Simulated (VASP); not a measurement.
Here is the system:

```
CELL_PARAMETERS angstrom
      3.93059     0.00000     0.00000
      0.00000     3.93059     0.00000
      0.00000     0.00000     3.93059
ATOMIC_POSITIONS crystal
  K  0.00000 0.00000 0.00000
  Ta 0.50000 0.50000 0.50000
  O  0.50000 0.00000 0.50000
  O  0.00000 0.50000 0.50000
  O  0.50000 0.50000 0.00000
```

Level of theory: PBEsol GGA, VASP's PBE PAW potentials (set 64) (plane waves; VASP). Settings: 620 eV cut-off, 6×6×6 Γ-centred mesh, Gaussian smearing of 0.050 eV, potentials K_sv Ta_pv O.

Energy and stress use the plane-wave basis of the starting cell.

Q: The ions, cell shape and volume at an external pressure of 20.0 GPa are relaxed. What does this cell relax into?

A: 
```
CELL_PARAMETERS angstrom
      3.88297     0.00000     0.00000
      0.00000     3.88297     0.00000
      0.00000     0.00000     3.88297
ATOMIC_POSITIONS crystal
  K  0.00000 0.00000 0.00000
  Ta 0.50000 0.50000 0.50000
  O  0.50000 0.00000 0.50000
  O  0.00000 0.50000 0.50000
  O  0.50000 0.50000 0.00000
```
Space group Pm-3m (221), at a tolerance of 0.03 Å.

Q: How do energy and volume change from the first to the last step?

A: The energy (σ→0) changes by +40.0 meV/atom and the volume by -3.6 %, in 3 ionic steps.

| step | E(σ→0) (eV) | max force (eV/Å) | pressure (GPa) | volume (Å³) |
|---|---|---|---|---|
| 1 | -42.8412 | 0.000 | 9.96 | 60.73 |
| 2 | -41.7981 | 0.000 | 45.24 | 54.28 |
| 3 | -42.6413 | 0.000 | 19.74 | 58.55 |

The compound is KTaO3 in the cubic perovskite structure. This run relaxes it under an external pressure of 20 GPa. Symmetry was kept, so distortions that lower it aren't found.
